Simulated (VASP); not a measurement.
Given:

```
BaF2
1.0
    0.00000     3.11288     3.11288
    3.11288     0.00000     3.11288
    3.11288     3.11288     0.00000
Ba F
1 2
Direct
  0.00000   0.00000   0.00000
  0.25000   0.25000   0.25000
  0.75000   0.75000   0.75000
```

These are r2SCAN meta-GGA, VASP's PBE PAW potentials (set 64) (plane waves; VASP) values and carry that method's errors. Run with 600 eV cut-off, 6×6×6 Γ-centred mesh, Gaussian smearing of 0.050 eV, potentials Ba_sv F.

Energy and stress use the plane-wave basis of the starting cell.

Q: The ions, cell shape and volume at an external pressure of 2.0 GPa are relaxed. What does this cell relax into?

A: 
```
BaF2
1.0
    0.00000     3.08090     3.08090
    3.08090     0.00000     3.08090
    3.08090     3.08090     0.00000
Ba F
1 2
Cartesian
  0.00000   0.00000   0.00000
  1.54045   1.54045   1.54045
  4.62136   4.62136   4.62136
```
Space group Fm-3m (225), at a tolerance of 0.03 Å.

Q: How do energy and volume change from the first to the last step?

A: The energy (σ→0) changes by +3.7 meV/atom and the volume by -3.0 %, in 3 ionic steps.

The compound is BaF2 in the fluorite structure. This run relaxes it under an external pressure of 2 GPa. Symmetry was kept, so distortions that lower it aren't found.
